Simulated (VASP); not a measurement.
An input for Quantum ESPRESSO's pw.x (written as the equivalent of a VASP run, and not itself run):

```
&CONTROL
  calculation = 'vc-relax'
  pseudo_dir = './pseudo'
  outdir = './out'
  tprnfor = .true.
  tstress = .true.
  nstep = 60
  forc_conv_thr = 0.00039
/
&SYSTEM
  ibrav = 0
  nat = 1
  ntyp = 1
  ecutwfc = 88
  occupations = 'smearing'
  smearing = 'methfessel-paxton'
  degauss = 0.00735
  input_dft = 'pbe'
  vdw_corr = 'grimme-d3'
  dftd3_version = 3
  dftd3_threebody = .false.
/
&ELECTRONS
  conv_thr = 7.3e-08
  electron_maxstep = 100
/
&IONS
/
&CELL
/
ATOMIC_SPECIES
  Na 22.990 Na.upf
CELL_PARAMETERS angstrom
    -2.1300000    2.1300000    2.1300000
     2.1300000   -2.1300000    2.1300000
     2.1300000    2.1300000   -2.1300000
ATOMIC_POSITIONS crystal
  Na   0.0000000  0.0000000  0.0000000
K_POINTS automatic
  11 11 11 0 0 0
```

Write the VASP files for the same calculation (PBE-D3 (zero damping)).

This is not unique; one that fits is 
### KPOINTS
```
Automatic mesh
0
Gamma
 11 11 11
```

INCAR:
```
ALGO=Normal
EDIFF=1E-6
EDIFFG=-0.01
ENCUT=520
GGA=PE
IBRION=2
ISIF=3
ISMEAR=1
IVDW=11
LASPH=.TRUE.
LCHARG=.FALSE.
LREAL=.FALSE.
LWAVE=.FALSE.
NELM=100
NSW=60
PREC=Accurate
SIGMA=0.1
SYSTEM=Na
```

POSCAR:
```
Na
1
   -2.1300000000     2.1300000000     2.1300000000
    2.1300000000    -2.1300000000     2.1300000000
    2.1300000000     2.1300000000    -2.1300000000
Na
1
Direct
  0.0000000000   0.0000000000   0.0000000000
```

POTCAR, in this order: Na_pv (PBE.64 set). Program: vasp_std.

The two are equivalent in intent, not identical: the potentials are each code's own (VASP's PAW set, PseudoDojo norm-conserving files in pw.x), so ENCUT and ecutwfc are chosen apart and not converted; conv_thr bounds pw.x's estimated SCF error, while EDIFF bounds the energy change between steps; forc_conv_thr acts on force components and is met together with etot_conv_thr.

The compound is Na in the bcc structure. This run relaxes it. Symmetry was kept, so distortions that lower it aren't found.
